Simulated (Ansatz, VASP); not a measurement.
# Zr3MoC in VASP and in Ansatz

INCAR

```
PREC = Accurate
ENCUT = 600
EDIFF = 1E-7
ISMEAR = 0
SIGMA = 0.1
LREAL = F
LASPH = T
NELM = 100
ALGO = Normal
ISIF = 3
LWAVE = F
LCHARG = F
GGA = PE
IBRION = 2
NSW = 90
EDIFFG = -0.04
```

File KPOINTS:

```
regular mesh
0
Gamma
  4 4 4
```

File POSCAR:

```
Zr3MoC
1.0
    4.3772499300      0.0000000000      0.0000000000
    0.0000000000      4.3772499300      0.0000000000
    0.0000000000      0.0000000000      4.3772499300
Zr Mo C
3 1 1
Direct
    0.5000000000      0.0000000000      0.5000000000
    0.0000000000      0.5000000000      0.5000000000
    0.5000000000      0.5000000000      0.0000000000
    0.0000000000      0.0000000000      0.0000000000
    0.5000000000      0.5000000000      0.5000000000
```

Input for Ansatz:

```yaml
crystal:
  lattice:
    - [4.37724993, 0.0, 0.0]
    - [0.0, 4.37724993, 0.0]
    - [0.0, 0.0, 4.37724993]
  atoms:
    - { symbol: Zr, position: [0.5, 0.0, 0.5] }
    - { symbol: Zr, position: [0.0, 0.5, 0.5] }
    - { symbol: Zr, position: [0.5, 0.5, 0.0] }
    - { symbol: Mo, position: [0.0, 0.0, 0.0] }
    - { symbol: C, position: [0.5, 0.5, 0.5] }
basis:
  ecutwfc: 420
kpoints:
  mp_grid: { grid: [4, 4, 4] }
hamiltonian:
  xc: pbe
scf:
  occupations: { method: gaussian, width: 0.1 }
  lower_state_search: "off"
output:
  forces: true
  stress: true
  eigenvalues: true
relax:
  adjacent_minimum: "off"
  f_tol: 0.04
  max_steps: 70
  cell: { stress_tol: 0.4 }
```

Change from the starting cell: species swapped into the Y3PbC type (Pm-3m, No. 221).

Alike in both runs: task relaxation of cell and atoms; functional PBE; k mesh 4 × 4 × 4; occupations gaussian, width 0.1 eV; no spin polarisation.

|  | VASP | Ansatz |
| --- | --- | --- |
| version | VASP 6.6.1 | Ansatz 0.2.0 |
| potentials or method | VASP PAW PBE potentials, release 64 (Zr_sv, Mo_sv, C) | scalar-relativistic, plane waves, PAW |
| plane-wave cutoff (eV) | 600 | 420 |
| valence electrons in the cell | 54 | 54 |

|  | VASP | Ansatz | Ansatz less VASP |
| --- | --- | --- | --- |
| gap on the k mesh at the Fermi level, each at its own relaxed structure (eV) | none | none | - |
| relaxed volume (Å³/atom) | 18.39 | 18.36 | -0.034 |
| relaxed cell length with the largest relative difference (Å) | 4.514 | 4.511 | -0.0028 |
| energy change over the relaxation (meV/atom) | -76 | -75 | +0.9 |

A gap of «none» marks a metal or a gap that the smearing closes.
